Counting electrons

Add a constant C to the potential energy that an electron has at every point of a crystal. Each of the N electrons in the cell gains the energy C, so the total energy changes by

E = N · C

Every level, filled or empty, moves by the same C. The gap is the difference between the lowest empty and the highest filled level, and it stays as it was. In an infinite crystal the average potential has no natural value, and each program sets it by its own convention. Two programs may therefore print levels that differ by electronvolts and still agree on the gap.

Band gaps of corundum (Al2O3, 10-atom cell) from plane-wave density-functional theory with the PBE functional, without spin polarisation or spin-orbit coupling. All programs use the same fixed structure, a 7×7×7 k mesh and Fermi-Dirac smearing of 0.05 eV. The basis column gives the plane-wave cutoff, and gaps are taken on the k mesh.

```
         program                            potentials    basis  gap (eV)  gap less the median of the rows (eV)
Quantum ESPRESSO               SSSP 1.3 efficiency PBE   748 eV     6.211                                -0.019
            VASP  VASP PAW PBE potentials, recommended   520 eV     6.215                                -0.015
            GPAW  GPAW PAW data sets (gpaw data 1.2.1)   800 eV     6.230                                 0.000
           JDFTx        PseudoDojo SR PBE 0.5 standard  1143 eV     6.268                                 0.038
            DFTK        dojo.nc.sr.pbe.v0_4_1.standard  1143 eV     6.268                                 0.038
```

The constant worked out

JDFTx and DFTK show this. A pseudopotential replaces the nucleus and its inner electrons by a smoother potential, which near the nucleus departs from the plain Coulomb attraction. Averaged over the cell, this departure is a constant of the kind just described. DFTK reports its energy as 121.79 eV for a cell with 48 valence electrons, so that

C = E / N = 121.79 eV / 48 = 2.537 eV

JDFTx places its valence top above that of DFTK by this amount, to within 0.3 meV. The estimate has no adjustable constant and uses no result from JDFTx. The match indicates that JDFTx includes the constant in its levels, while DFTK adds it only to the total energy.

Same potentials, same gap

Once the constant has cancelled, the two programs solve the same equations. Both use norm-conserving potentials of the PseudoDojo family, and their plane-wave cutoff, listed under "basis", is the same. Their gaps differ by about 0.01 meV. The potentials carry different version labels, but for the gap of this crystal they act as one set. For this pair, then, the choice of program hardly matters.

Different potentials, different gap

An electron in a one-dimensional box shows what changes when the potentials differ. Raising the floor of the box lifts all its levels equally. A small bump on the floor lifts each level by its own amount, depending on how much of the electron's wave lies over the bump. For a small change ΔV of the potential near the nuclei, a level with wave ψ moves by

ΔE ≈ C + ⟨ψ|ΔV|ψ⟩

where the bracket is the average of ΔV over that wave. The gap changes by the difference between the brackets of the lowest empty and the highest filled state. Real pseudopotentials are less simple: two of them can differ strongly close to the nucleus and still give nearly the same levels, because the waves there change with them. The other electrons respond as well. The box therefore explains why a gap can shift but gives neither the size nor the sign.

In corundum the two states are of different kinds. The valence top consists mainly of oxygen 2p orbitals, whereas the lowest empty state is s-like and spreads over oxygen and aluminium. They also lie more than 6 eV apart. A good potential must act on electrons as the true atom does at both energies, and any error that differs between the two states shifts the gap. This is an expected cause of differences between potentials; the runs do not test it directly.

The other three rows use the projector augmented-wave method (PAW), which restores the true shape of the waves near the nucleus. Their mean gap is 0.049 eV below that of the norm-conserving pair. In JDFTx the second empty level at the zone centre is also higher than the PAW mean, by 0.043 eV measured from the valence top. The two empty levels thus move almost together against the valence top. The three filled levels just below the top keep their distance from it to within 0.02 eV of the PAW mean, so the change in the gap is not a peculiarity of one state.

Why GPAW stands apart

PAW is a method, not a single potential, and the three PAW runs here use different data sets. If each row is described by the mean gap of its kind, PAW or norm-conserving, with all five rows used, the typical (rms) error is 0.006 eV. GPAW fits worst, lying 0.011 eV above the PAW mean. Its data sets or its cutoff may be the reason; the runs do not separate the two.

Potential or cutoff?

The same doubt touches the step between the two kinds, because the norm-conserving rows also have the highest cutoff. Too few plane waves raise compact states most. The oxygen 2p states are compact, so a low cutoff would tend to narrow the gap. The PAW rows, with their lower cutoffs, do have smaller gaps than the norm-conserving pair. A straight line of gap against cutoff, fitted by least squares to all five rows, does only slightly worse than the two means, with an rms error of 0.009 eV. It does, however, put Quantum ESPRESSO 0.022 eV above VASP, whereas the computed gap is 0.004 eV below. A common line is also doubtful in principle, since each potential converges at its own pace.

What the agreement is worth

The whole spread is 0.057 eV, about 1 % of the gap. The measured gap is roughly 9 eV, a recalled value, so all five rows fall short by nearly 3 eV. Zero-point motion, left out here, normally narrows such a gap and would not make up the difference. The shortfall is mainly the well-known error of PBE, which all five programs share. The five rows share one cell, so a difference of a few hundredths of an electronvolt between two programs can come from potentials and cutoffs alone and need not mean a different structure. What remains open is how much of the 0.049 eV step would survive if every run, the norm-conserving ones included, were repeated at rising cutoff until its gap stood still.
